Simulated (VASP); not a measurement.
S, 1 atom in the cell. The cell holds a molecule in a box, 1 atom: a = 10.500 Å, b = 11.000 Å, c = 11.500 Å, α = 90.00°, β = 90.00°, γ = 90.00°. 

- Program: VASP 6.6.1
- Task: single point
- Functional: r2SCAN
- Dispersion: rVV10
- Potentials or basis: VASP PAW PBE potentials, release 64 (S)
- Cutoff: 400 eV
- k mesh: 1 × 1 × 1
- Occupations: gaussian, width 0.01 eV
- Spin: collinear spin, ferromagnetic start
- Starting moments: [2.1] μB
- Fixed moment: 2 μB
- Further INCAR settings: ALGO = Normal; EDIFF = 1e-06; NBANDS = 13; ISYM = 0

Potentials or basis: VASP PAW PBE potentials, release 64 (S).

Launch:

```bash
$ cat potpaw_PBE.64/S/POTCAR > POTCAR
$ mpirun -np 1 vasp_gam > vasp.out
```

Hardware: 1 thread of Intel(R) Xeon(R) 6975P-C (Granite Rapids), on a shared host.

How long does it take, and how much memory?

Wall time 22 min on 1 thread of Intel(R) Xeon(R) 6975P-C (Granite Rapids), with other jobs on the host, peak memory 2.8 GiB. Counts: scf iterations 52, k points 1.
